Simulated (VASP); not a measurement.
Method: RPBE GGA, VASP's PBE PAW potentials (set 64) (plane waves; VASP).

A VASP calculation is set up with these files.

**KPOINTS**
```
K-points
0
Gamma
 11 11 6
0 0 0
```

**INCAR**
```
SYSTEM=Tm
NELM=100
IBRION=2   # conjugate gradients
EDIFFG=-0.01
SIGMA=0.1
LCHARG=F
LMAXMIX=6   # l cut-off of mixed one-centre charges
LWAVE=F
ISMEAR=1   # Methfessel-Paxton
PREC=Accurate
ENCUT=520   # plane-wave cut-off (eV)
NSW=60   # most ionic steps
EDIFF=1E-6   # SCF stop (eV)
LASPH=T   # aspherical one-centre terms
GGA=RP
ALGO=Normal   # blocked Davidson
LREAL=F   # projection in real space or not
ISIF=3   # ions, shape and volume
```

File POSCAR:
```
Tm
1.0
  1.8019943604  -3.1211458616   0.0000000000
  1.8019943604   3.1211458616   0.0000000000
  0.0000000000   0.0000000000   5.6183999845
Tm
2
Direct
  0.3333330000   0.6666670000   0.2500000000
  0.6666670000   0.3333330000   0.7500000000
```

POTCAR, in this order: Tm_3 (PBE.64 set). Program: vasp_std.

The 4f electrons are frozen in the core of the lanthanide potential, so 4f levels, which can set the real gap, and their magnetism are missing.

Question: Estimate the energy per atom (σ→0), band gap (on the k-mesh).

Answer: 
| Quantity | Result |
|---|---|
| energy per atom (σ→0) | -4153 meV/atom |
| band gap (on the k-mesh) | none (metal, semimetal or under 0.01 eV) |

OSZICAR:
```
...
DAV:   6    -0.828894859568E+01    0.21010E-02   -0.36381E-02  2565   0.233E+00    0.137E+01
DAV:   7    -0.830572717393E+01   -0.16779E-01   -0.65666E-02  2488   0.308E+00    0.390E-01
DAV:   8    -0.830569584974E+01    0.31324E-04   -0.37008E-03  2159   0.539E-01    0.112E-01
DAV:   9    -0.830572600028E+01   -0.30151E-04   -0.26802E-04  2668   0.173E-01    0.320E-02
DAV:  10    -0.830571874982E+01    0.72505E-05   -0.38614E-05  2416   0.584E-02    0.433E-02
DAV:  11    -0.830571993286E+01   -0.11830E-05   -0.46975E-06  2009   0.203E-02    0.141E-03
DAV:  12    -0.830572022596E+01   -0.29311E-06   -0.25723E-07  1057   0.648E-03
   1 F= -.83057202E+01 E0= -.83066472E+01  d E =-.830572E+01
```

The compound is Tm in the hcp structure. It was relaxed first. The start is the result of an earlier pass.
